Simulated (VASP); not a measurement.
VASP input:

**INCAR**
```
# general
SYSTEM   =  RuAl
PREC     =  Accurate
ENCUT    =  400
LREAL    =  .FALSE.
LASPH    =  .TRUE.

# electronic loop
EDIFF    =  1E-6
NELM     =  100
ALGO     =  Normal
LMAXMIX  =  4

# smearing
ISMEAR   =  1
SIGMA    =  0.1

# functional
GGA      =  PE

# ions
IBRION   =  2
NSW      =  40
ISIF     =  2
EDIFFG   =  -0.01

# output
LWAVE    =  .FALSE.
LCHARG   =  .FALSE.
```

**KPOINTS**
```
Automatic mesh
0
Gamma
9 9 9
0 0 0
```

POSCAR:
```
RuAl
1
    3.0498000000     0.0000000000     0.0000000000
    0.0000000000     3.0498000000     0.0000000000
    0.0000000000     0.0000000000     3.0498000000
Al Ru
1 1
Direct
  0.5393468424   0.5163945177   0.5000000000
  0.0000000000   0.0000000000   0.0000000000
```

POTCAR, in this order: Al Ru_pv (PBE.64 set). Program: vasp_std.

### Question
Translate this PBE calculation to Ansatz.

### Answer
One equivalent input (not run):
Ansatz 0.2 input:
```yaml
crystal:
  lattice:
    - [3.0498000, 0.0000000, 0.0000000]
    - [0.0000000, 3.0498000, 0.0000000]
    - [0.0000000, 0.0000000, 3.0498000]
  atoms:
    - { symbol: Al, position: [0.5393468, 0.5163945, 0.5000000] }
    - { symbol: Ru, position: [0.0000000, 0.0000000, 0.0000000] }
kpoints:
  mp_grid: { grid: [9, 9, 9] }
hamiltonian:
  xc: pbe
  pseudopotentials: { kind: paw }
scf:
  occupations: { method: methfessel_paxton, width: 0.1 }
  max_iter: 100
relax:
  max_steps: 40
  f_tol: 0.01
output: { forces: true, stress: true, eigenvalues: true }
```
The two are equivalent in intent, not identical: each code has its own PAW files, so the cut-off isn't converted (ENCUT is set for VASP's; basis.ecutwfc is left out, and Ansatz then takes the one that its files recommend); Ansatz stops its SCF on the density residual and VASP on the energy change (EDIFF).

The compound is RuAl in the CsCl type structure. In the starting cell atoms are displaced from their ideal sites. This run relaxes the ions in a fixed cell. Symmetry was kept, so distortions that lower it aren't found.
